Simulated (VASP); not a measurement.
# A VASP study of LaSi3Rh (LDA): structure first, properties next, part 3 of 5

Aim: relax LaSi3Rh with LDA, compute its properties on that cell and hold them against experiment. The start is a computed cell from the Materials Project.

VASP 6.6.1; LDA; plane waves and PAW (La, Si, Rh_pv).

So far. Step 3 (Second relaxation): It ends with a largest force of 0.008 eV/Å and a pressure of 0.01 GPa. The volume moved by only 0.09 %, so the volume is settled. Step 4 (Single point with fields (LDA)): In this run the pressure is -0.04 GPa, small enough to go on. The relaxed cell has a = 4.212, c = 9.734 Å (conventional setting).

### Step 5. Band structure (LDA)

Levels along the symmetry lines show where the bands peak and cross; KPOINTS_OPT computes them in the converged potential.

INCAR reads:

```
SYSTEM = LaSi3Rh
PREC = Accurate
ENCUT = 400
EDIFF = 1E-06
NELM = 100
ISMEAR = 0
SIGMA = 0.05
LREAL = .FALSE.
ALGO = Normal
GGA = CA
NBANDS = 34
LASPH = .TRUE.
LORBIT = 11
LWAVE = .FALSE.
LCHARG = .FALSE.
KPAR = 4
```

POSCAR reads:

```
LaSi3Rh
1.0
    0.0000000000     -4.2121934747      0.0000000000
   -4.2121934747      0.0000000000      0.0000000000
    2.1060967374     -2.1060967374     -4.8670640531
La Si Rh
1 3 1
Direct
    0.9997552198      0.0002447802      0.0004895603
    0.4128816538      0.5871183462      0.1742366924
    0.2618107950      0.2381892050      0.4763784102
    0.7618107950      0.7381892050      0.4763784102
    0.6537405265      0.3462594735      0.6925189470
```

KPOINTS reads:

```
Automatic mesh
0
Gamma
6 6 6
0 0 0
```

KPOINTS_OPT reads:

```
Line mode
16
Line-mode
Reciprocal
  0.00000000   0.00000000   0.00000000 GAMMA
 -0.50000000  -0.50000000   0.00000000 X

 -0.50000000  -0.50000000   0.00000000 X
 -0.40637485  -0.59362515   0.09362515 Y

 -0.40637485  -0.59362515   0.09362515 Y
  0.00000000  -0.59362515   0.29681257 S

  0.00000000  -0.59362515   0.29681257 S
  0.00000000   0.00000000   0.00000000 GAMMA

  0.00000000   0.00000000   0.00000000 GAMMA
  0.00000000   0.00000000  -0.50000000 Z

  0.00000000   0.00000000  -0.50000000 Z
  0.00000000  -0.40637485  -0.29681257 S1

  0.00000000  -0.40637485  -0.29681257 S1
  0.00000000  -0.50000000   0.00000000 N

  0.00000000  -0.50000000   0.00000000 N
 -0.50000000  -0.50000000  -0.25000000 P

 -0.50000000  -0.50000000  -0.25000000 P
 -0.40637485  -0.40637485  -0.50000000 Y1

 -0.40637485  -0.40637485  -0.50000000 Y1
  0.00000000   0.00000000  -0.50000000 Z

 -0.50000000  -0.50000000   0.00000000 X
 -0.50000000  -0.50000000  -0.25000000 P
```

The projector-augmented-wave data sets are La, Si and Rh_pv (LDA family, release 64).

Command:

```bash
$ mpirun -np 4 vasp_std
```

The log of the run:

```text
[... set-up lines as in an earlier step ...]
 entering main loop
       N       E                     dE             d eps       ncg     rms          rms(c)
DAV:   1     0.236956524382E+03    0.23696E+03   -0.14784E+04  2576   0.120E+03
DAV:   2    -0.106615228453E+02   -0.24762E+03   -0.22022E+03  2146   0.265E+02
DAV:   3    -0.358429305688E+02   -0.25181E+02   -0.23360E+02  2472   0.851E+01
DAV:   4    -0.375761963770E+02   -0.17333E+01   -0.17118E+01  3616   0.208E+01
DAV:   5    -0.376142600337E+02   -0.38064E-01   -0.37946E-01  2672   0.242E+00    0.137E+01
DAV:   6    -0.373753089254E+02    0.23895E+00   -0.83952E+00  2912   0.185E+01    0.588E+00
DAV:   7    -0.367440954396E+02    0.63121E+00   -0.27832E+00  2960   0.122E+01    0.429E+00
DAV:   8    -0.366975490236E+02    0.46546E-01   -0.35100E-01  2768   0.252E+00    0.944E-01
DAV:   9    -0.366840071137E+02    0.13542E-01   -0.71847E-02  3016   0.175E+00    0.316E-01
DAV:  10    -0.366833878244E+02    0.61929E-03   -0.54469E-03  2576   0.446E-01    0.156E-01
DAV:  11    -0.366833197563E+02    0.68068E-04   -0.59202E-04  3288   0.123E-01    0.614E-02
DAV:  12    -0.366833208803E+02   -0.11241E-05   -0.30918E-05  3062   0.275E-02    0.160E-02
DAV:  13    -0.366833206507E+02    0.22963E-06   -0.28581E-06  2176   0.988E-03
   1 F= -.36683321E+02 E0= -.36682414E+02  d E =-.181298E-02
 Start KPOINTS_OPT (optional k-point list driver)
k-point batch [1-30\176]
       N       E                     dE             ncg
DAV:   1     0.333559075003E+04   -0.21661E+05     2656
DAV:   2    -0.403426658988E+04   -0.73699E+04     2086
DAV:   3    -0.476846988299E+04   -0.73420E+03     2580
DAV:   4    -0.481633504354E+04   -0.47865E+02     3616
DAV:   5    -0.481733682838E+04   -0.10018E+01     2864
DAV:   6    -0.481740453418E+04   -0.67706E-01     3632
DAV:   7    -0.481740567944E+04   -0.11453E-02     2864
DAV:   8    -0.481740574182E+04   -0.62375E-04     3360
DAV:   9    -0.481740574380E+04   -0.19860E-05     1928
DAV:  10    -0.481740574397E+04   -0.16860E-06     1808
[...]
k-point batch [151-176\176]
       N       E                     dE             ncg
DAV:   1     0.694970395627E+04   -0.21892E+05     2288
DAV:   2     0.599810022017E+03   -0.63499E+04     1834
DAV:   3    -0.206334532448E+02   -0.62044E+03     2224
DAV:   4    -0.622874205113E+02   -0.41654E+02     3176
DAV:   5    -0.632142306373E+02   -0.92681E+00     2400
DAV:   6    -0.632708264592E+02   -0.56596E-01     3160
DAV:   7    -0.632721719538E+02   -0.13455E-02     2456
DAV:   8    -0.632722688096E+02   -0.96856E-04     3024
DAV:   9    -0.632722733156E+02   -0.45060E-05     1728
DAV:  10    -0.632722734731E+02   -0.15745E-06     1440
```

The job ended after 33 s (4 MPI ranks of Intel Xeon 6975P-C (Granite Rapids), shared host; peak memory 0.96 GiB; 2.2 min of CPU time).

OUTCAR, selected parts (step 5):

```text
   k-points           NKPTS =     30   k-points in BZ     NKDIM =     30   number of bands    NBANDS=     34

   NELECT =      38.0000    total number of electrons

 E-fermi :  10.2248

 k-point     1 :       0.0000    0.0000    0.0000
  band No.  band energies     occupation
    ...
     14       6.8184      2.00000
     15       7.0539      2.00000
     16       7.5003      2.00000
     17       8.3900      2.00000
     18       8.3900      2.00000
     19      10.4429      0.00000
     20      10.4429      0.00000
     21      11.4775      0.00000
     22      11.6711      0.00000
     23      12.3412      0.00000
    ...

  Total       -0.0170405     -0.0170405     -0.0010296      0.0000000     -0.0000000      0.0000000
  in kB       -0.3161626     -0.3161626     -0.0191036      0.0000000     -0.0000000      0.0000000
  external PRESSURE =      -0.2171429 kB  Pullay stress =       0.0000000 kB

 POSITION                                       TOTAL-FORCE (eV/Angst)
 -----------------------------------------------------------------------------------
     -0.00000     -4.21219     -0.00238        -0.000000      0.000000      0.004597
     -2.10610     -2.10610     -0.84802         0.000000     -0.000000     -0.007688
      0.00000     -2.10610     -2.31856        -0.000000      0.000000      0.003214
     -2.10610     -4.21219     -2.31856        -0.000000      0.000000      0.003214
      0.00000     -4.21219     -3.37053         0.000000     -0.000000     -0.003337
 -----------------------------------------------------------------------------------
    total drift:                               -0.000029      0.000029     -0.000207

  FREE ENERGIE OF THE ION-ELECTRON SYSTEM (eV)
  ---------------------------------------------------
  free  energy   TOTEN  =       -36.6833206507 eV

  energy  without entropy=      -36.6815076686  energy(sigma->0) =      -36.68241416

[... 8 parts as in an earlier step ...]

[... 8 further parts left out ...]
```

Spin-orbit coupling is off here; with elements this heavy it splits and shifts levels by tenths of an eV or more. The cell is typed on its shortest vectors, so the axes of tensors and the coordinates of k-points follow the printed cell and not the standard setting.

This step gave:

* SCF cycles: 13
* bands: 34
* pressure: -0.02171 GPa

Electronic bands along the path, in eV, zero at the Fermi level; # counts the bands kept, so #1 is VASP's band 9:

| point | #8 | #9 | #10 | #11 | #12 | #13 | #14 | #15 |
| --- | --- | --- | --- | --- | --- | --- | --- | --- |
| Γ | -2.72 | -1.83 | -1.83 | 0.22 | 0.22 | 1.25 | 1.45 | 2.12 |
| 0.53 of the way | -2.46 | -2.05 | -1.59 | -1.22 | 0.72 | 1.68 | 2.05 | 2.22 |
| X | -2.81 | -2.73 | -2.16 | -1.93 | 1.87 | 1.99 | 2.19 | 2.40 |
| 0.47 of the way | -2.70 | -2.69 | -2.20 | -1.84 | 1.81 | 2.01 | 2.17 | 2.40 |
| Y | -2.66 | -2.39 | -2.21 | -1.63 | 1.63 | 2.02 | 2.08 | 2.34 |
| 0.47 of the way | -2.85 | -1.92 | -1.20 | -1.14 | 0.95 | 1.62 | 1.95 | 2.10 |
| S | -2.66 | -2.11 | -1.28 | -0.36 | 0.54 | 1.71 | 2.02 | 2.08 |
| 0.47 of the way | -2.21 | -1.94 | -1.56 | -1.18 | -1.04 | 1.67 | 2.16 | 2.21 |
| Γ | -2.72 | -1.83 | -1.83 | 0.22 | 0.22 | 1.25 | 1.45 | 2.12 |
| 0.53 of the way | -2.26 | -2.26 | -1.07 | 0.72 | 0.76 | 0.76 | 1.46 | 2.04 |
| Z | -2.53 | -2.34 | -0.24 | 0.70 | 0.70 | 1.39 | 1.49 | 1.97 |
| 0.47 of the way | -2.74 | -1.98 | 0.03 | 0.55 | 1.11 | 1.24 | 1.64 | 1.71 |
| S1 | -2.66 | -2.11 | -1.28 | -0.36 | 0.54 | 1.71 | 2.02 | 2.08 |
| 0.47 of the way | -2.44 | -2.29 | -1.48 | -0.50 | 0.19 | 1.63 | 1.89 | 2.17 |
| N | -2.65 | -2.23 | -1.41 | -0.55 | -0.06 | 1.46 | 1.79 | 2.23 |
| 0.47 of the way | -2.92 | -2.33 | -1.70 | -0.99 | 0.83 | 1.64 | 2.06 | 2.19 |
| P | -2.93 | -2.55 | -2.55 | -1.99 | 1.32 | 2.08 | 2.08 | 2.40 |
| 0.53 of the way | -2.75 | -2.62 | -2.33 | -1.82 | 1.57 | 2.01 | 2.14 | 2.38 |
| Y1 | -2.66 | -2.39 | -2.21 | -1.63 | 1.63 | 2.02 | 2.08 | 2.34 |
| 0.53 of the way | -3.00 | -0.93 | -0.24 | 0.06 | 0.32 | 0.70 | 1.81 | 1.98 |
| Z | -2.53 | -2.34 | -0.24 | 0.70 | 0.70 | 1.39 | 1.49 | 1.97 |
| jump to X | -2.81 | -2.73 | -2.16 | -1.93 | 1.87 | 1.99 | 2.19 | 2.40 |
| 0.53 of the way | -2.79 | -2.74 | -2.30 | -1.96 | 1.56 | 2.02 | 2.15 | 2.40 |
| P | -2.93 | -2.55 | -2.55 | -1.99 | 1.32 | 2.08 | 2.08 | 2.40 |

Of the projections kept (La, Si, Rh), the largest for each band there; the rest of the weight can lie on other orbitals:

| point | #8 | #9 | #10 | #11 | #12 | #13 | #14 | #15 |
| --- | --- | --- | --- | --- | --- | --- | --- | --- |
| Γ | Rh 0.83 | Rh 0.76 | Rh 0.76 | Si 0.48 | Si 0.48 | Si 0.54 | Rh 0.55 | La 0.98 |
| X | Rh 0.60 | Rh 0.86 | Si 0.49 | Rh 0.79 | La 0.78 | La 0.94 | La 0.93 | La 0.99 |
| Y | Rh 0.80 | Rh 0.61 | Rh 0.79 | Rh 0.60 | La 0.77 | La 0.89 | La 0.92 | La 0.93 |
| S | Rh 0.53 | Si 0.40 | Si 0.51 | Rh 0.45 | Rh 0.50 | La 0.73 | La 0.82 | La 0.78 |
| Γ | Rh 0.83 | Rh 0.76 | Rh 0.76 | Si 0.48 | Si 0.48 | Si 0.54 | Rh 0.55 | La 0.98 |
| Z | Rh 0.56 | Rh 0.52 | Si 0.52 | La 0.73 | La 0.73 | La 0.65 | La 0.71 | La 1.00 |

There is no gap at this level.

### Step 6. Density of states (LDA)

A density of states needs more k-points than a total energy; ISMEAR = -5 takes tetrahedra, and LORBIT projects the states on the PAW spheres. The mesh is finer than in the run before.

Edit INCAR of step 5 so:

```diff
@@ -5,3 +5,3 @@
 NELM = 100
-ISMEAR = 0
+ISMEAR = -5
 SIGMA = 0.05
@@ -16 +16,2 @@
 KPAR = 4
+NEDOS = 2001
```

POSCAR is that of step 5.

KPOINTS reads:

```
Automatic mesh
0
Gamma
9 9 9
0 0 0
```

Command:

```bash
$ mpirun -np 4 vasp_std
```

The log of the run:

```text
[... set-up lines as in an earlier step ...]
 entering main loop
       N       E                     dE             d eps       ncg     rms          rms(c)
DAV:   1     0.232146374807E+03    0.23215E+03   -0.14896E+04  6558   0.120E+03
DAV:   2    -0.110546777893E+02   -0.24320E+03   -0.21674E+03  5364   0.263E+02
DAV:   3    -0.358285038399E+02   -0.24774E+02   -0.23006E+02  6158   0.842E+01
DAV:   4    -0.375859940900E+02   -0.17575E+01   -0.17392E+01  9038   0.209E+01
DAV:   5    -0.376218484668E+02   -0.35854E-01   -0.35783E-01  6928   0.242E+00    0.137E+01
DAV:   6    -0.373731792957E+02    0.24867E+00   -0.81946E+00  7184   0.185E+01    0.586E+00
DAV:   7    -0.367502856847E+02    0.62289E+00   -0.27586E+00  7256   0.122E+01    0.430E+00
DAV:   8    -0.367027353642E+02    0.47550E-01   -0.33875E-01  6992   0.255E+00    0.907E-01
DAV:   9    -0.366918022184E+02    0.10933E-01   -0.61361E-02  7496   0.164E+00    0.313E-01
DAV:  10    -0.366906765700E+02    0.11256E-02   -0.51285E-03  6558   0.448E-01    0.144E-01
DAV:  11    -0.366906061228E+02    0.70447E-04   -0.48884E-04  8200   0.112E-01    0.608E-02
DAV:  12    -0.366906034753E+02    0.26475E-05   -0.25176E-05  7798   0.258E-02    0.169E-02
DAV:  13    -0.366906050508E+02   -0.15755E-05   -0.35927E-06  6336   0.115E-02    0.383E-03
DAV:  14    -0.366906076695E+02   -0.26187E-05   -0.35856E-07  3160   0.388E-03    0.144E-03
DAV:  15    -0.366906090756E+02   -0.14061E-05   -0.12787E-07  2958   0.296E-03    0.461E-04
DAV:  16    -0.366906090651E+02    0.10471E-07   -0.45111E-08  2908   0.187E-03
   1 F= -.36690609E+02 E0= -.36690609E+02  d E =0.000000E+00
 -----------------------------------------------------------------------------
|                                                                             |
|           W    W    AA    RRRRR   N    N  II  N    N   GGGG   !!!           |
|           W    W   A  A   R    R  NN   N  II  NN   N  G    G  !!!           |
|           W    W  A    A  R    R  N N  N  II  N N  N  G       !!!           |
|           W WW W  AAAAAA  RRRRR   N  N N  II  N  N N  G  GGG   !            |
|           WW  WW  A    A  R   R   N   NN  II  N   NN  G    G                |
|           W    W  A    A  R    R  N    N  II  N    N   GGGG   !!!           |
|                                                                             |
|     Tetrahedron method does not include variations of the Fermi             |
|     occupations, so forces and stress will be inaccurate. We suggest        |
|     using a different smearing scheme ISMEAR = 1 or 2 for metals in         |
|     relaxations.                                                            |
|                                                                             |
 -----------------------------------------------------------------------------
```

Run time: 20 s. Hardware: 4 MPI ranks; peak memory 1.1 GiB.

From OUTCAR (step 6):

```text
   k-points           NKPTS =     75   k-points in BZ     NKDIM =     75   number of bands    NBANDS=     34

   NELECT =      38.0000    total number of electrons

 E-fermi :  10.1673

 k-point     1 :       0.0000    0.0000    0.0000
  band No.  band energies     occupation
    ...
     15       7.0430      2.00000
     16       7.4960      2.00000
     17       8.3846      2.00000
     18       8.3846      2.00000
     19      10.4412      0.55978
     20      10.4412     -0.38432
     21      11.4868      0.00000
     22      11.6661      0.00000
     23      12.3333      0.00000
     24      12.4558      0.00000
    ...

  Total        0.0141739      0.0141739      0.2102560      0.0000000      0.0000000     -0.0000000
  in kB        0.2629766      0.2629766      3.9009939      0.0000000      0.0000000     -0.0000000
  external PRESSURE =       1.4756491 kB  Pullay stress =       0.0000000 kB

 POSITION                                       TOTAL-FORCE (eV/Angst)
 -----------------------------------------------------------------------------------
     -0.00000     -4.21219     -0.00238         0.000000     -0.000000     -0.009382
     -2.10610     -2.10610     -0.84802         0.000000     -0.000000     -0.082231
      0.00000     -2.10610     -2.31856        -0.000000      0.000000      0.009773
     -2.10610     -4.21219     -2.31856        -0.000000      0.000000      0.009773
      0.00000     -4.21219     -3.37053        -0.000000      0.000000      0.072067
 -----------------------------------------------------------------------------------
    total drift:                               -0.000029      0.000029     -0.000139

  FREE ENERGIE OF THE ION-ELECTRON SYSTEM (eV)
  ---------------------------------------------------
  free  energy   TOTEN  =       -36.6906090651 eV

  energy  without entropy=      -36.6906090651  energy(sigma->0) =      -36.69060907

[... 6 parts as in an earlier step ...]

[... 10 further parts left out ...]
```

On this mesh force components of up to 0.08 eV/Å appear, so the relaxed positions are not converged with the sampling. With tetrahedra the forces and stress of a metal are not exact derivatives of the energy.

Numbers from this step:

* SCF cycles: 16
* irreducible k-points: 75
* free energy (TOTEN): -36.69 eV
* Fermi energy: 10.17 eV
* pressure: 0.1476 GPa
* DOS at the Fermi level: 2.130 states/eV/cell

The density of states has structure finer than the step of the table below, so its rows give means over 0.5 eV, whole bins alone (the curve runs from -12.0 to 2.29 eV). Peaks (eV: height): total -4.80: 5.35, -4.45: 8.16, -2.78: 6.11, 2.21: 16.3; Rh d -4.45: 3.49, -4.10: 2.40, -3.05: 2.97, -2.78: 2.89; Si p -4.80: 0.861, -4.45: 1.19, -4.10: 0.580, -2.08: 0.711; La d -2.78: 0.260, -1.38: 0.371, 2.03: 0.786, 2.21: 0.728.

States under -12.0 eV and over 2.3 eV are left out. Density of states against energy, zero at the Fermi level; means over each step; values in states/eV/cell:

| energy (eV) | total | Rh d | La f | Si p | La d | Si s | Rh s |
| --- | --- | --- | --- | --- | --- | --- | --- |
| -11.5 | 0.158 | 2.2e-4 | 0 | 0.00163 | 1.4e-4 | 0.0568 | 0.00777 |
| -11.0 | 0.532 | 0.00277 | 9.4e-5 | 0.00894 | 0.00110 | 0.190 | 0.0204 |
| -10.5 | 1.12 | 0.0154 | 2.2e-4 | 0.0280 | 0.00566 | 0.397 | 0.0274 |
| -10.0 | 1.45 | 0.0360 | 7.3e-4 | 0.0541 | 0.0143 | 0.508 | 0.0176 |
| -9.5 | 0.616 | 0.0184 | 5.3e-4 | 0.0298 | 0.00899 | 0.211 | 0.00549 |
| -9.0 | 0.280 | 0.0102 | 2.9e-4 | 0.0140 | 0.00390 | 0.0929 | 0.0110 |
| -8.5 | 1.60 | 0.0892 | 0.00181 | 0.0650 | 0.0235 | 0.542 | 0.0652 |
| -8.0 | 1.30 | 0.103 | 0.00261 | 0.0558 | 0.0197 | 0.440 | 0.0387 |
| -7.5 | 1.45 | 0.122 | 0.00370 | 0.0706 | 0.0256 | 0.465 | 0.0656 |
| -7.0 | 1.68 | 0.208 | 0.00595 | 0.0789 | 0.0323 | 0.534 | 0.0564 |
| -6.5 | 1.41 | 0.208 | 0.00693 | 0.0686 | 0.0239 | 0.447 | 0.0350 |
| -6.0 | 0.407 | 0.0706 | 0.00267 | 0.0197 | 0.00456 | 0.128 | 0.00810 |
| -5.5 | 0.581 | 0.118 | 0.00159 | 0.108 | 0.0118 | 0.0126 | 0.0497 |
| -5.0 | 3.68 | 1.19 | 0.0113 | 0.647 | 0.0661 | 0.0550 | 0.0613 |
| -4.5 | 4.24 | 1.84 | 0.0128 | 0.614 | 0.0892 | 0.0506 | 0.0853 |
| -4.0 | 3.83 | 1.95 | 0.0105 | 0.445 | 0.0698 | 0.0337 | 0.0625 |
| -3.5 | 3.60 | 1.79 | 0.0144 | 0.384 | 0.0853 | 0.0302 | 0.0986 |
| -3.0 | 4.69 | 2.58 | 0.0231 | 0.398 | 0.136 | 0.0868 | 0.0250 |
| -2.5 | 3.85 | 1.56 | 0.0263 | 0.432 | 0.188 | 0.0661 | 0.0298 |
| -2.0 | 3.59 | 1.06 | 0.0413 | 0.507 | 0.191 | 0.0592 | 0.0422 |
| -1.5 | 3.29 | 0.769 | 0.0531 | 0.445 | 0.265 | 0.0722 | 0.0240 |
| -1.0 | 2.16 | 0.438 | 0.0529 | 0.290 | 0.176 | 0.0733 | 0.0162 |
| -0.5 | 1.60 | 0.297 | 0.0673 | 0.227 | 0.117 | 0.0650 | 0.0101 |
| 0.0 | 1.68 | 0.270 | 0.107 | 0.250 | 0.131 | 0.0589 | 0.00682 |
| 0.5 | 1.64 | 0.230 | 0.156 | 0.219 | 0.163 | 0.0536 | 0.00675 |
| 1.0 | 1.85 | 0.165 | 0.290 | 0.190 | 0.222 | 0.0553 | 0.0173 |
| 1.5 | 2.93 | 0.280 | 0.768 | 0.197 | 0.393 | 0.101 | 0.0221 |
| 2.0 | 8.51 | 0.553 | 4.94 | 0.323 | 0.647 | 0.111 | 0.0145 |

Force by atom:

| atom | x (eV/Å) | y (eV/Å) | z (eV/Å) | size |
| --- | --- | --- | --- | --- |
| La1 | 0.0000 | 0.0000 | -0.0094 | 0.0094 |
| Si2 | 0.0000 | 0.0000 | -0.0822 | 0.0822 |
| Si3 | 0.0000 | 0.0000 | 0.0098 | 0.0098 |
| Si4 | 0.0000 | 0.0000 | 0.0098 | 0.0098 |
| Rh5 | 0.0000 | 0.0000 | 0.0721 | 0.0721 |

The finer mesh and the other smearing move the Fermi level by -0.06 eV from the 6×6×6 run, one measure of the sampling error in the zero of the bands above. Of the states within 0.3 eV of the Fermi level, the largest shares in the PAW spheres are Rh d 16 %, Si p 15 % and La d 8 %. The rest lies in smaller channels or between the spheres.

(Continued in part 4 of 5.)

[Lines on the potential files, build, host, timing and source positions are cut from VASP's logs without a mark.]

[Logs are printed without paths, hosts, clocks, repeated set-up lines and the standing remarks that a program may print on its own settings, such as how far it seeks lower states.]

[Hosts, paths, dates, database ids (printed as entryN), source tags and the programs' standing remarks are cut or masked in the printed files.]

[A measured line is paired with the nearest computed mode of its activity, which favours agreement.]
